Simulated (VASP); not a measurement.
Wanted: the native input for a VASP 6.6.1 run.

```yaml
Task: relaxation of cell and atoms
Functional: PBE
Potentials_or_basis: VASP PAW PBE potentials, release 64 (Ga_d, Bi_d, Se)
Cutoff: 520 eV
k_mesh: 4 × 4 × 2
Occupations: gaussian, width 0.15 eV
Spin: no spin polarisation
Further_INCAR_settings: PREC = Normal; ALGO = Fast; EDIFF = 0.0001; IBRION = 2; EDIFFG = -0.08; NSW = 24; ISIF = 3
```

The structure of GaBiSe4 lies in POSCAR:

```
GaBiSe4
1.0
    4.8059482400      0.0000000000      0.0000000000
   -2.4029741200      4.1620732700      0.0000000000
    0.0000000000      0.0000000000      8.3590010500
Ga Bi Se
1 1 4
Direct
    0.0000000000      0.0000000000      0.5000000000
    0.0000000000      0.0000000000      0.0000000000
    0.3333333300      0.6666666700      0.5000000000
    0.6666666700      0.3333333300      0.5000000000
    0.0000000000      0.0000000000      0.7560389300
    0.0000000000      0.0000000000      0.2439610700
```

The cell was built by a generator and needn't be a form met in nature.

These files were run (other wordings do the same):

INCAR

```
PREC = Normal
ENCUT = 520
EDIFF = 1E-4
ISMEAR = 0
SIGMA = 0.15
LREAL = F
LASPH = T
NELM = 60
ALGO = Fast
ISIF = 3
LWAVE = F
LCHARG = F
GGA = PE
IBRION = 2
NSW = 24
EDIFFG = -0.08
```

KPOINTS

```
Automatic mesh
0
Gamma
  4 4 2
```

Potentials or basis: VASP PAW PBE potentials, release 64 (Ga_d, Bi_d, Se).

The run is started by

```sh
$ cat potpaw_PBE.64/Ga_d/POTCAR potpaw_PBE.64/Bi_d/POTCAR potpaw_PBE.64/Se/POTCAR > POTCAR
$ mpirun -np 1 vasp_std > vasp.out
```

Results of the run:

```yaml
Relaxed_volume: 35.80 Å³/atom
Relaxed_cell: a = 4.921 Å, b = 4.921 Å, c = 10.243 Å, α = 90.00°, β = 90.00°, γ = 120.00°
Space_group_after_relaxing_to_0.05_Å: P6/mmm (No. 191)
Energy_gained_by_relaxing: 1476.3 meV/atom
Ionic_steps: 16
Pressure_after_relaxing: 0.0 GPa
Largest_force_after_relaxing: 0.020 eV/Å
Band_gap_on_the_k_mesh: none (metal or under the smearing width)
```

Caveat: the k mesh is coarse (spacing up to 0.38 Å⁻¹), so the values aren't converged; the volume moved by over 15 % at a fixed basis, so the end points are rough; spin-orbit coupling is left out, which moves the levels of the heavy elements.

Run time: 5.4 min on 1 thread of Intel(R) Xeon(R) Platinum 8559C (Emerald Rapids), with other jobs on the host, peak memory 0.22 GiB.
